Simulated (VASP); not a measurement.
Crystal: GaP.

```
Ga P
1.0
     0.00000    2.72525    2.72525
     2.72525    0.00000    2.72525
     2.72525    2.72525    0.00000
Ga P
1 1
Cartesian
  0.0000 0.0000 0.0000
  1.3626 1.3626 1.3626
```

```yaml
Program: VASP 6.6.1
Task: relaxation of cell and atoms
Functional: PBE
Potentials_or_basis: VASP PAW PBE potentials, release 64 (Ga_d, P)
Cutoff: 520 eV
k_mesh: 10 × 10 × 10
Occupations: gaussian, width 0.02 eV
Spin: no spin polarisation
```

At the start: pressure 2.5 GPa; volume 20.24 Å³/atom.

Question: Where does the relaxation end?

Answer: Over 3 steps the energy falls by 4.7 meV/atom and the volume is 20.86 Å³/atom (+3.1 %); space group F-43m (No. 216, to 0.05 Å).

Step by step:
```
step  energy change (eV)  largest force (eV/Å)  pressure (GPa)  volume (Å³)
   1              0.0000                0.0000            2.48        40.48
   2             -0.0072                0.0000           -1.08        42.35
   3             -0.0093                0.0000            0.00        41.72
```

Final structure:
```yaml
crystal:
  lattice:
    - [0.00000, 2.75284, 2.75284]
    - [2.75284, 0.00000, 2.75284]
    - [2.75284, 2.75284, 0.00000]
  atoms:
    - { symbol: Ga, position: [0.00000, 0.00000, 0.00000] }
    - { symbol: P, position: [0.25000, 0.25000, 0.25000] }
```
